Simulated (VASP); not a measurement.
Crystal: BAs.

```
B As
1.0
     0.00000    2.38850    2.38850
     2.38850    0.00000    2.38850
     2.38850    2.38850    0.00000
B As
1 1
Direct
  0.00000 0.00000 0.00000
  0.25000 0.25000 0.25000
```

| Property | Result |
| --- | --- |
| Program | VASP 6.6.1 |
| Task | relaxation of cell and atoms |
| Functional | PBE |
| Potentials or basis | VASP PAW PBE potentials, release 64 (B, As) |
| Cutoff | 520 eV |
| k mesh | 12 × 12 × 12 |
| Occupations | gaussian, width 0.02 eV |
| Spin | no spin polarisation |

At the start: pressure 3.4 GPa; volume 13.63 Å³/atom.

Q: Where does the relaxation end?

A: Over 3 steps the energy falls by 3.6 meV/atom and the volume is 13.97 Å³/atom (+2.5 %); space group F-43m (No. 216, to 0.05 Å).

Step by step:
| step | energy change (eV) | largest force (eV/Å) | pressure (GPa) | volume (Å³) |
| --- | --- | --- | --- | --- |
| 1 | 0.0000 | 0.0000 | 3.43 | 27.25 |
| 2 | -0.0037 | 0.0000 | -2.19 | 28.42 |
| 3 | -0.0071 | 0.0000 | 0.01 | 27.93 |

Final structure:
```yaml
crystal:
  lattice:
    - [0.00000, 2.40823, 2.40823]
    - [2.40823, 0.00000, 2.40823]
    - [2.40823, 2.40823, 0.00000]
  atoms:
    - { symbol: B, position: [0.00000, 0.00000, 0.00000] }
    - { symbol: As, position: [0.25000, 0.25000, 0.25000] }
```
